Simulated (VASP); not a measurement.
Given:

```
CELL_PARAMETERS angstrom
      3.81372     0.00000     0.00000
     -1.90686     3.30278     0.00000
      0.00000     0.00000     4.59956
ATOMIC_POSITIONS crystal
  Hf 0.33333 0.66667 0.94151
  Hf 0.66667 0.33333 0.44151
  C  0.33333 0.66667 0.43349
  C  0.66667 0.33333 0.93349
```

Method: PBEsol GGA, VASP's PBE PAW potentials (set 64) (plane waves; VASP 6.6.1). Settings: 520 eV cut-off, 10×10×8 Γ-centred mesh, tetrahedra with Blöchl corrections, potentials Hf_pv C.

Unless said otherwise, spin-orbit coupling is left out, though it shifts the bands of the heavy elements here.

Task: Estimate the energy per atom (σ→0), band gap (on the k-mesh) with the smallest direct gap where there is one.

Result: 
| Quantity | Result |
|---|---|
| band gap (on the k-mesh) | none (metal, semimetal or under 0.01 eV) |
| energy per atom (σ→0) | -10.774 eV/atom |

Total energies compare only between runs with the same potentials, cut-off and functional.

The structure was generated: HfC was put into the wurtzite type (P6_3mc), which need not be its known phase. It was relaxed first, which changed the volume by -41 %.
